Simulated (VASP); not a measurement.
# FSbCl2 in VASP: reference runs

Reference runs on FSbCl2: the cell as given.

Everything below comes from runs of VASP 6.6.1. Logs are shortened: lines on timing, memory, paths and dates and some standing lists are left out, and cuts for length are marked.

### Step 1. The molecule as given

The cell holds a molecule in a box, 4 atoms: a = 12.000 Å, b = 11.000 Å, c = 12.000 Å, α = 90.00°, β = 90.00°, γ = 90.00°.

### Step 2. Single point, PBE

Input file INCAR:

```
PREC = Accurate ; ENCUT = 520
EDIFF = 1E-7 ; ISMEAR = 0
SIGMA = 0.01 ; LREAL = False
LASPH = True ; NELM = 60
ALGO = Normal ; ISIF = 2
LWAVE = False ; LCHARG = False
GGA = PE ; NBANDS = 21
```

Input file KPOINTS:

```
Automatic mesh
0
Gamma
  1 1 1
```

Input file POSCAR:

```
SbCl2F
1.0
   12.0000000000      0.0000000000      0.0000000000
    0.0000000000     11.0000000000      0.0000000000
    0.0000000000      0.0000000000     12.0000000000
F Sb Cl
1 1 2
Direct
    0.3779750000      0.4534772700      0.6199166700
    0.4833333300      0.5678590900      0.5657666700
    0.6241916700      0.4269318200      0.5329833300
    0.4117250000      0.5768863600      0.3857500000
```

Potentials or basis: VASP PAW PBE potentials, release 64 (F, Sb, Cl).

Command:

```sh
cat potpaw_PBE.64/F/POTCAR potpaw_PBE.64/Sb/POTCAR potpaw_PBE.64/Cl/POTCAR > POTCAR
mpirun -np 1 vasp_gam > vasp.out
```

OUTCAR:

```text
PREC = Accurate
   ENCUT = 520
   EDIFF = 1E-7
   ISMEAR = 0
   LREAL = False
   LASPH = True
   NELM = 60
   ISIF = 2
   GGA = PE

 ion  position               nearest neighbor table
   1  0.378  0.453  0.620-   2 1.90
   2  0.483  0.568  0.566-   1 1.90   4 2.33   3 2.33
   3  0.624  0.427  0.533-   2 2.33
   4  0.412  0.577  0.386-   2 2.33

  LATTYP: Found a simple tetragonal cell.
 ALAT       =    12.0000000000
 C/A-ratio  =     0.9166666667

  Lattice vectors:

 A1 = ( -12.0000000000,   0.0000000000,   0.0000000000)
 A2 = (   0.0000000000,   0.0000000000,  12.0000000000)
 A3 = (   0.0000000000,  11.0000000000,   0.0000000000)

Analysis of symmetry for initial positions (statically):
=====================================================================
 Subroutine PRICEL returns:
 Original cell was already a primitive cell.

 Routine SETGRP: Setting up the symmetry group for a
 simple tetragonal supercell.

 Subroutine GETGRP returns: Found  1 space group operations
 (whereof  1 operations were pure point group operations)
 out of a pool of 16 trial point group operations.

The static configuration has the point symmetry C_1 .

Analysis of symmetry for dynamics (positions and initial velocities):
=====================================================================
 Subroutine PRICEL returns:
 Original cell was already a primitive cell.

 Routine SETGRP: Setting up the symmetry group for a
 simple tetragonal supercell.

 Subroutine GETGRP returns: Found  1 space group operations
 (whereof  1 operations were pure point group operations)
 out of a pool of 16 trial point group operations.

The dynamic configuration has the point symmetry C_1 .

 Subroutine INISYM returns: Found  1 space group operations
 (whereof  1 operations are pure point group operations),
 and found     1 'primitive' translations

----------------------------------------------------------------------------------------

                                     Primitive cell

  volume of cell :    1584.0000

  direct lattice vectors                    reciprocal lattice vectors
    12.000000000  0.000000000  0.000000000     0.083333333  0.000000000  0.000000000
     0.000000000 11.000000000  0.000000000     0.000000000  0.090909091  0.000000000
     0.000000000  0.000000000 12.000000000     0.000000000  0.000000000  0.083333333

[... 62 lines left out ...]
   NELM   =     60;   NELMIN=  2; NELMDL= -5     # of ELM steps
   EDIFF  = 0.1E-06   stopping-criterion for ELM
   LREAL  =      F    real-space projection
   EDIFFG = 0.1E-05   stopping-criterion for IOM
   NSW    =      0    number of steps for IOM
   IBRION =     -1    ionic relax: 0-MD 1-quasi-New 2-CG
   NFREE  =      0    steps in history (QN), initial steepest desc. (CG)
   ISIF   =      2    stress and relaxation
   ISYM   =      2    0-nonsym 1-usesym 2-fastsym
   POTIM  = 0.5000    time-step for ionic-motion
   TEBEG  =    0.0;   TEEND  =   0.0 temperature during run
   PSTRESS=    0.0 pullay stress
   NELECT =      26.0000    total number of electrons
   NUPDOWN=      -1.0000    fix difference up-down
   EMIN   =  10.00;   EMAX   =-10.00  energy-range for DOS
   EFERMI =   0.00;   METHOD = LEGACY
   ISMEAR =     0;   SIGMA  =   0.01  broadening in eV -4-tet -1-fermi 0-gaus
   EFERMI_NEDOS =   21; number of points for ismear=-14 and -15
   IALGO  =     38    algorithm
   IMIX   =      4    mixing-type and parameters
     AMIX     =   0.40;   BMIX     =  1.00
     AMIX_MAG =   1.60;   BMIX_MAG =  1.00
  volume/ion in A,a.u.               =     396.00      2672.34
  Fermi-wavevector in a.u.,A,eV,Ry     =   0.416052  0.786224  2.355158  0.173099
  Thomas-Fermi vector in A             =   1.375396
   LORBIT       =      0    0 simple, 1 ext, 2 COOP (PROOUT), +10 PAW based schemes
   GGA     = PE    functional components
   LHFCALC =     F    Hartree Fock is set to
   AEXX    =    0.0000 exact exchange contribution
   IVDW    =     0    specifies the selected vdW correction
   LEPSILON=     F    determine dielectric tensor
   LRPA    =     F    only Hartree local field effects (RPA)
 non-spin polarized calculation
 Gauss-broadening in eV      SIGMA  =   0.01
  energy-cutoff  :      520.00
  volume of cell :     1584.00
 maximum number of plane-waves:     21371
 NGX is ok and might be reduce to    90
   NGX = 45   NGY = 41   NGZ = 45

 number of electron      25.9999996 magnetization

 Free energy of the ion-electron system (eV)
  ---------------------------------------------------
  ext. energy  EPLUGINS =         0.00000000
  ---------------------------------------------------
  free energy    TOTEN  =       -14.67889843 eV

  energy without entropy =      -14.67889843  energy(sigma->0) =      -14.67889843

 E-fermi :  -7.0675     XC(G=0):  -1.0119

 val. band max:       -7.1591461148   @ k =   0.0000   0.0000   0.0000
 cond. band min:      -2.2336782741   @ k =   0.0000   0.0000   0.0000
 fundamental gap:      4.9254678406
 Fermi energy:        -7.0675007850

 k-point     1 :       0.0000    0.0000    0.0000
  band No.  band energies     occupation
      1     -28.6128      2.00000
      2     -20.6367      2.00000
      3     -20.0726      2.00000
      4     -14.2322      2.00000
      5     -10.5392      2.00000
      6     -10.1657      2.00000
[... 13 lines left out ...]
     20       1.0620      0.00000
     21       1.1219      0.00000

------------------------ aborting loop because EDIFF is reached ----------------------------------------

  FORCE on cell =-STRESS in cart. coord.  units (eV):
  Direction    XX          YY          ZZ          XY          YZ          ZX
  --------------------------------------------------------------------------------------
  -------------------------------------------------------------------------------------
  Total        1.3713456      1.0747268      1.0671593      0.1500846     -0.3045976     -0.1180148
  in kB        1.3870826      1.0870599      1.0794056      0.1518069     -0.3080931     -0.1193691
  external PRESSURE =       1.1845160 kB  Pullay stress =       0.0000000 kB

 VOLUME and BASIS-vectors are now :
 -----------------------------------------------------------------------------
  energy-cutoff  :      520.00
  volume of cell :     1584.00
      direct lattice vectors                 reciprocal lattice vectors
    12.000000000  0.000000000  0.000000000     0.083333333  0.000000000  0.000000000
     0.000000000 11.000000000  0.000000000     0.000000000  0.090909091  0.000000000
     0.000000000  0.000000000 12.000000000     0.000000000  0.000000000  0.083333333

 POSITION                                       TOTAL-FORCE (eV/Angst)
 -----------------------------------------------------------------------------------
      4.53570      4.98825      7.43900        -0.556115     -0.547485      0.293137
      5.80000      6.24645      6.78920         0.385902      0.820101      0.200659
      7.49030      4.69625      6.39580         0.345096     -0.305092     -0.067411
      4.94070      6.34575      4.62900        -0.174883      0.032476     -0.426385
 -----------------------------------------------------------------------------------
    total drift:                                0.000429      0.000293     -0.000506

  FREE ENERGIE OF THE ION-ELECTRON SYSTEM (eV)
  ---------------------------------------------------
  free  energy   TOTEN  =       -14.6788984302 eV

  energy  without entropy=      -14.6788984302  energy(sigma->0) =      -14.67889843
```

It took 2.9 min on 1 thread of Intel Xeon Platinum 8488C (Sapphire Rapids), shared host; peak memory 1.1 GiB.

Results:

```yaml
Free_energy: -14.6789 eV
Largest_force: 0.928 eV/Å
Gap_between_the_frontier_levels: 4.93 eV
```

Forces on the atoms (eV/Å):
```
F   -0.556 -0.547  0.293
Sb   0.386  0.820  0.201
Cl   0.345 -0.305 -0.067
Cl  -0.175  0.032 -0.426
```

Caveat: spin-orbit coupling is left out, which moves the levels of the heavy elements.
